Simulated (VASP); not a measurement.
Input:

```xyz
4
Lattice="1.2394 -2.1466 0.0000 1.2394 2.1466 0.0000 0.0000 0.0000 8.9391" Properties=species:S:1:pos:R:3 pbc="T T T"
C      0.0000     0.0000     2.2348
C      0.0000     0.0000     6.7043
C      1.2394     0.7155     2.2348
C      1.2394    -0.7155     6.7043
```

All values below come from RPBE GGA, VASP's PBE PAW potentials (set 64) (plane waves; VASP). Run with 520 eV cut-off, 11×11×3 Γ-centred mesh, tetrahedra with Blöchl corrections, potentials C.

The cores are frozen, which limits the accuracy of field gradients. Without a dispersion term in the relaxation, distances and binding between the weakly bound layers, chains or molecules are unreliable, and so is what depends on them.

### Question
Give the principal components of the electric field gradient (V/Å²) and the asymmetry η at each nucleus.

### Answer

```tsv
atom	Vxx	Vyy	Vzz	η
C1	-14.5	-14.5	29.0	0.00
C2	-14.5	-14.5	29.0	0.00
C3	-14.5	-14.5	29.0	0.00
C4	-14.5	-14.5	29.0	0.00
```

The compound is C in the graphite structure. It was relaxed first, which changed the volume by +35 %.
